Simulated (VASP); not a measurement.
Data:

```
CELL_PARAMETERS angstrom
      0.00000     3.38583     3.38583
      3.38583     0.00000     3.38583
      3.38583     3.38583     0.00000
ATOMIC_POSITIONS crystal
  K  0.00000 0.00000 0.00000
  Br 0.50000 0.50000 0.50000
```

Method: PW91 GGA, VASP's PBE PAW potentials (set 64) (plane waves; VASP). Numerical set-up: 520 eV cut-off, 7×7×7 Γ-centred mesh, Gaussian smearing of 0.050 eV, potentials K_sv Br.

Question: Predict the energy per atom (σ→0), band gap (on the k-mesh) with the smallest direct gap where there is one.

Answer: 
```json
{
  "band gap (on the k-mesh)": "4.27 eV",
  "smallest direct gap (on the k-mesh)": "4.27 eV",
  "energy per atom (σ→0)": "-3140 meV/atom"
}
```

The absolute energy has meaning only against runs of the same code, potentials and settings.

The compound is KBr in the rock salt structure. This cell is one point of a volume scan, at 1.03 of the reference volume.
